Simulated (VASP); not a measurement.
Collinear spin orders of CrO2 (rutile), each at the geometry relaxed in the ferromagnetic state (one order's cell is shown).

Input:

```xyz
6
Lattice="4.4093 0.0000 0.0000 0.0000 4.4093 0.0000 0.0000 0.0000 2.9174" Properties=species:S:1:pos:R:3 pbc="T T T"
Cr     4.4093     0.0000     0.0000
Cr     2.2046     2.2046     1.4587
O      1.3351     1.3351     2.9174
O      3.5397     0.8695     1.4587
O      0.8695     3.5397     1.4587
O      3.0742     3.0742     0.0000
```
Starting moments (μB, in the order of the record's atoms Cr Cr O O O O): 2.4 2.4 0.0 0.0 0.0 0.0.

The numbers are results of r2SCAN meta-GGA, VASP's PBE PAW potentials (set 64) (plane waves; VASP 6.6.1), not measurements. Settings: 520 eV cut-off, 8×8×10 Γ-centred mesh, Gaussian smearing of 0.050 eV, potentials Cr_pv O.

**Question.** Which of these orders lies lowest, and by how much: ferromagnetic; moments of sites 2 reversed?

**Answer.** The order «ferromagnetic» lies lowest, by 75.7 meV/atom.
```
order                        energy over the lowest (meV/atom)  largest site moment (μB)
---------------------------  ---------------------------------  ------------------------
ferromagnetic                                              0.0                      2.36
moments of sites 2 reversed                               75.7                      2.04
```

The compound is CrO2 in the rutile structure. It was relaxed first.
